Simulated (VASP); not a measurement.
Shape and ions are relaxed at each volume.

Consider the following.

```xyz
2
Lattice="1.3621 -2.3592 0.0000 1.3621 2.3592 0.0000 0.0000 0.0000 4.3502" Properties=species:S:1:pos:R:3 pbc="T T T"
Tc     1.3621     0.7864     1.0875
Tc     1.3621    -0.7864     3.2626
```

All values below come from PBEsol GGA, VASP's PBE PAW potentials (set 64) (plane waves; VASP). Settings: 520 eV cut-off, 15×15×9 Γ-centred mesh, first-order Methfessel-Paxton smearing of 0.10 eV, potentials Tc_pv.

Give the energy at these volumes per atom, relative to the lowest: 13.13, 13.55, 13.97, 14.39, 14.81 Å³.

58.8, 14.2, 0.0, 11.5, 44.9 meV/atom. A third-order Birch-Murnaghan fit gives B0 = 326 GPa and B0′ = 4.5.

Measured: bulk modulus 303 GPa at 0 K (computed value off by +7.6 %), as given by Vázquez-Parga, Fernández-Martínez, Viñes, J. Chem. Theory Comput. (2023), doi:10.1021/acs.jctc.3c00612, Supporting … [zero-point energy and finite temperature contributions removed].

The compound is Tc in the hcp structure. It was relaxed first.
